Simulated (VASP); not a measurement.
An input for Quantum ESPRESSO's pw.x (written as the equivalent of a VASP run, and not itself run):

```
&CONTROL
  calculation = 'vc-relax'
  pseudo_dir = './pseudo'
  outdir = './out'
  tprnfor = .true.
  tstress = .true.
  nstep = 60
  forc_conv_thr = 0.00039
/
&SYSTEM
  ibrav = 0
  nat = 2
  ntyp = 2
  ecutwfc = 86
  occupations = 'smearing'
  smearing = 'gaussian'
  degauss = 0.003675
  input_dft = 'pw91'
/
&ELECTRONS
  conv_thr = 7.3e-08
  electron_maxstep = 100
/
&IONS
/
&CELL
/
ATOMIC_SPECIES
  Pb 207.200 Pb.upf
  Se 78.971 Se.upf
CELL_PARAMETERS angstrom
     0.0000000    3.0600000    3.0600000
     3.0600000    0.0000000    3.0600000
     3.0600000    3.0600000    0.0000000
ATOMIC_POSITIONS crystal
  Pb   0.0000000  0.0000000  0.0000000
  Se   0.5000000  0.5000000  0.5000000
K_POINTS automatic
  7 7 7 0 0 0
```

### Question
Translate this input to VASP (INCAR, KPOINTS, POSCAR, choice of POTCAR).

### Answer
Several could match; the one computed here: 
### INCAR
```
LMAXMIX = 4
ISMEAR = 0   # Gaussian
NSW = 60
LREAL = .FALSE.
ALGO = Normal
ISIF = 3
LASPH = .TRUE.   # aspherical one-centre terms
EDIFF = 1E-6   # SCF stop (eV)
LWAVE = .FALSE.
ENCUT = 520   # plane-wave cut-off (eV)
PREC = Accurate
EDIFFG = -0.01   # ionic stop
SIGMA = 0.05   # width (eV)
NELM = 100   # most electronic steps
GGA = 91
SYSTEM = PbSe
IBRION = 2   # conjugate gradients
LCHARG = .FALSE.
```

### POSCAR
```
PbSe
1.0
  0.0000000000   3.0600000000   3.0600000000
  3.0600000000   0.0000000000   3.0600000000
  3.0600000000   3.0600000000   0.0000000000
Pb Se
1 1
Cartesian
  0.0000000000   0.0000000000   0.0000000000
  3.0600000000   3.0600000000   3.0600000000
```

### KPOINTS
```
Automatic mesh
0
Gamma
7 7 7
0 0 0
```

POTCAR, in this order: Pb_d Se (PBE.64 set). Program: vasp_std.

Limits of the translation: the potentials are each code's own (VASP's PAW set, PseudoDojo norm-conserving files in pw.x), so ENCUT and ecutwfc are chosen apart and not converted; conv_thr bounds pw.x's estimated SCF error, while EDIFF bounds the energy change between steps; forc_conv_thr acts on force components and is met together with etot_conv_thr.

The compound is PbSe in the rock salt structure. This run relaxes it. Symmetry was kept, so distortions that lower it aren't found.
